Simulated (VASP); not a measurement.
VASP runs on Li3Ag (atoms displaced from the space group 221 structure) share one base input (PBE GGA, plane waves, VASP's PBE PAW potentials (set 64)) and change the settings named in each case.

### KPOINTS
```
K-points
0
Gamma
  6 6 6
```

### POSCAR
```
Li3Ag
3.9457680
  1.0000000000   0.0000000000   0.0000000000
  0.0000000000   1.0000000000   0.0000000000
  0.0000000000   0.0000000000   1.0000000000
Li Ag
3 1
Cartesian
  0.0097160000   0.4887860000   0.5003040000
  0.4903980000   0.5246170000   0.0049260000
  0.5050400000   0.0017480000   0.4961940000
 -0.0051540000  -0.0151510000  -0.0014240000
```

INCAR:
```
ALGO = Normal
EDIFF = 1E-6
ENCUT = 400
GGA = PE
ISIF = 2
ISMEAR = 0
LASPH = .TRUE.
LCHARG = .FALSE.
LMAXMIX = 4
LREAL = .FALSE.
LWAVE = .FALSE.
NELM = 100
PREC = Accurate
SIGMA = 0.272
SYSTEM = Li3Ag
```

POTCAR, in this order: Li_sv Ag (PBE.64 set). Program: vasp_std.

```json
[
 {"change": "base run", "E(σ→0) (eV/atom)": "-2.2366", "pressure (GPa)": "-0.56", "largest force (eV/Å)": "0.317", "−TS (eV)": "-0.0555"},
 {"change": "GGA = PS", "E(σ→0) (eV/atom)": "-2.4084", "pressure (GPa)": "(withheld)", "largest force (eV/Å)": "(withheld)", "−TS (eV)": "(withheld)"},
 {"change": "GGA_COMPAT = .FALSE., LNONCOLLINEAR = .TRUE., LSORBIT = .TRUE., MAGMOM = 0.0 0.0 0.0 0.0 0.0 0.0 0.0 0.0 0.0 0.0 0.0 0.0, program vasp_ncl", "E(σ→0) (eV/atom)": "-2.2431", "pressure (GPa)": "-0.58", "largest force (eV/Å)": "0.317", "−TS (eV)": "-0.0561"},
 {"change": "KPOINTS 1×1×1 Γ-centred mesh", "E(σ→0) (eV/atom)": "-1.8630", "pressure (GPa)": "1.44", "largest force (eV/Å)": "0.348", "−TS (eV)": "-0.4169"}
]
```

Q: Some entries are withheld; supply them.

A: 
- GGA = PS, pressure (GPa): -1.61
- GGA = PS, largest force (eV/Å): 0.308
- GGA = PS, −TS (eV): -0.0557

Energies of different potentials or functionals have different zeros.  At 400 eV the pressure can carry a Pulay error.

Left out are runs that ran out of time, are held back, or changed the cell or the kind of run, fixed moments of cells without a moment, rows past the twelfth, gaps on odd meshes, pressures of charged cells and columns that move by less than the noise.

The structure was generated: Li3Ag was put into an ordered model structure, which need not be its known phase. The cell was not relaxed at this level, its atoms were moved at random.
